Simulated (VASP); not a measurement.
VASP input:

### KPOINTS
```
Regular mesh
0
G
8 8 8
0 0 0
```

INCAR:
```
SYSTEM = SrTe
PREC = Accurate; ENCUT = 500; LREAL = .FALSE.
LASPH = .TRUE.
EDIFF = 1E-6; NELM = 100; ALGO = Normal
LMAXMIX = 4
ISMEAR = 0; SIGMA = 0.05
GGA = PS
IBRION = 2; NSW = 40; ISIF = 3
EDIFFG = -0.02; PSTRESS = 200
LWAVE = .FALSE.; LCHARG = .FALSE.
```

POSCAR:
```
SrTe
1
    0.0000000000     2.9942146912     2.9942146912
    2.9942146912     0.0000000000     2.9942146912
    2.9942146912     2.9942146912     0.0000000000
Sr Te
1 1
Direct
  0.0000000000   0.0000000000   1.0000000000
  0.5000000000   0.5000000000   0.5000000000
```

POTCAR, in this order: Sr_sv Te (PBE.64 set). Program: vasp_std.

Problem. Write an equivalent input for Quantum ESPRESSO's pw.x.

Solution. One equivalent input (not run):
```
&CONTROL
  calculation = 'vc-relax'
  pseudo_dir = './pseudo'
  outdir = './out'
  tprnfor = .true.
  tstress = .true.
  nstep = 40
  forc_conv_thr = 0.00078
/
&SYSTEM
  ibrav = 0
  nat = 2
  ntyp = 2
  ecutwfc = 82.3
  occupations = 'smearing'
  smearing = 'gaussian'
  degauss = 0.003675
  input_dft = 'pbesol'
/
&ELECTRONS
  conv_thr = 7.3e-08
  electron_maxstep = 100
/
&IONS
/
&CELL
  press = 200
/
ATOMIC_SPECIES
  Sr 87.620 Sr.upf
  Te 127.600 Te.upf
CELL_PARAMETERS angstrom
     0.0000000    2.9942147    2.9942147
     2.9942147    0.0000000    2.9942147
     2.9942147    2.9942147    0.0000000
ATOMIC_POSITIONS crystal
  Sr   0.0000000  0.0000000  1.0000000
  Te   0.5000000  0.5000000  0.5000000
K_POINTS automatic
  8 8 8 0 0 0
```
Limits of the translation: the potentials are each code's own (VASP's PAW set, PseudoDojo norm-conserving files in pw.x), so ENCUT and ecutwfc are chosen apart and not converted; conv_thr bounds pw.x's estimated SCF error, while EDIFF bounds the energy change between steps; forc_conv_thr acts on force components and is met together with etot_conv_thr.

The compound is SrTe in the rock salt structure. It was relaxed first under an external pressure of 20 GPa.
